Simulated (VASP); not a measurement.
```yaml
crystal:
  lattice:
    - [3.45569, 0.00000, 0.00000]
    - [0.00000, 3.45569, 0.00000]
    - [0.00000, 0.00000, 3.45569]
  atoms:
    - { symbol: Si, position: [0.00000, 0.00000, 0.00000] }
    - { symbol: Ni, position: [0.00000, 0.50000, 0.50000] }
    - { symbol: Ni, position: [0.50000, 0.00000, 0.50000] }
    - { symbol: Ni, position: [0.50000, 0.50000, 0.00000] }
```

Level of theory: revTPSS meta-GGA, VASP's PBE PAW potentials (set 64) (plane waves; VASP). Settings: 520 eV cut-off, 10×10×10 Γ-centred mesh, tetrahedra with Blöchl corrections, potentials Si Ni.

**Question.** Give the energies of bands 7 to 20 at the high-symmetry points, in eV from the Fermi level.

**Answer.** 
| band | Γ | X | M | R |
|---|---|---|---|---|
| 7 | -3.79 | -3.15 | -2.91 | -3.93 |
| 8 | -1.66 | -2.33 | -2.91 | -2.37 |
| 9 | -1.66 | -2.33 | -2.24 | -2.37 |
| 10 | -1.66 | -2.22 | -2.24 | -2.37 |
| 11 | -0.93 | -2.10 | -1.66 | -1.59 |
| 12 | -0.93 | -1.42 | -1.57 | -1.59 |
| 13 | -0.93 | -1.39 | -1.57 | -1.59 |
| 14 | -0.69 | -1.39 | -1.56 | -1.34 |
| 15 | -0.69 | -1.25 | -1.19 | -1.34 |
| 16 | -0.33 | -0.62 | -1.10 | -0.57 |
| 17 | 0.07 | 0.07 | -0.99 | -0.20 |
| 18 | 0.07 | 3.82 | 0.71 | -0.20 |
| 19 | 0.07 | 3.82 | 0.71 | -0.20 |
| 20 | 5.29 | 5.33 | 5.92 | 1.44 |

It has no gap at this level: it comes out as a metal or semimetal.

The compound is Ni3Si in the L1_2 structure. It was relaxed first. The run is not spin-polarised, so no magnetic state was tried.
